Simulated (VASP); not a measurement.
OSZICAR of a VASP run on MnS (rock salt, AFM-II order):

### OSZICAR
```
       N       E                     dE             d eps       ncg     rms          rms(c)
DAV:   1     0.330604240572E+03    0.33060E+03   -0.18973E+04  3392   0.148E+03
DAV:   2     0.469364730219E+01   -0.32591E+03   -0.32193E+03  2986   0.428E+02
DAV:   3    -0.260453077291E+02   -0.30739E+02   -0.30162E+02  4183   0.121E+02
DAV:   4    -0.269006980884E+02   -0.85539E+00   -0.85484E+00  3560   0.204E+01
DAV:   5    -0.269149828152E+02   -0.14285E-01   -0.14283E-01  3698   0.322E+00    0.153E+01
DAV:   6    -0.257070560114E+02    0.12079E+01   -0.17160E+01  3743   0.443E+01    0.143E+01
DAV:   7    -0.264564108205E+02   -0.74935E+00   -0.30491E+00  3382   0.131E+01    0.885E+00
DAV:   8    -0.264652297324E+02   -0.88189E-02   -0.46698E-01  3560   0.701E+00    0.405E+00
DAV:   9    -0.264871134465E+02   -0.21884E-01   -0.86465E-02  3392   0.265E+00    0.105E+00
DAV:  10    -0.265182371267E+02   -0.31124E-01   -0.81584E-03  3729   0.143E+00    0.303E-01
DAV:  11    -0.265183154247E+02   -0.78298E-04   -0.23406E-03  3519   0.368E-01    0.218E-01
DAV:  12    -0.265184922620E+02   -0.17684E-03   -0.25790E-04  3930   0.151E-01    0.853E-02
DAV:  13    -0.265185136847E+02   -0.21423E-04   -0.41908E-05  3336   0.575E-02    0.268E-02
DAV:  14    -0.265185162920E+02   -0.26072E-05   -0.12079E-05  3628   0.245E-02    0.128E-02
DAV:  15    -0.265185165310E+02   -0.23907E-06   -0.15506E-06  2636   0.750E-03
   1 F= -.26518517E+02 E0= -.26518517E+02  d E =-.833704E-21  mag=     0.0000
```

Task: Which electronic solver shows in the log?

Result: It is blocked Davidson (ALGO = Normal, or the opening steps of other solvers). The INCAR had ALGO = Normal.

Task: How was spin treated?

Result: Collinear spin (ISPIN = 2): the summary line carries one mag value, 0.00 μB in the cell.

Task: Can the final energy be trusted as converged?

Result: The calculation finished and met its thresholds. It stopped with EDIFF = 1E-6, NELM = 100 (PBE GGA + U (Dudarev), plane waves, VASP's PBE PAW potentials (set 64)).

The compound is MnS in the rock salt, AFM-II order structure. The cell was not relaxed at this level. The run is one of a series of settings (LDAU = .TRUE., LDAUJ = 0 0, LDAUL = 2 -1, LDAUTYPE = 2, LDAUU = 3.0 0 against the base run), some of them coarse on purpose.
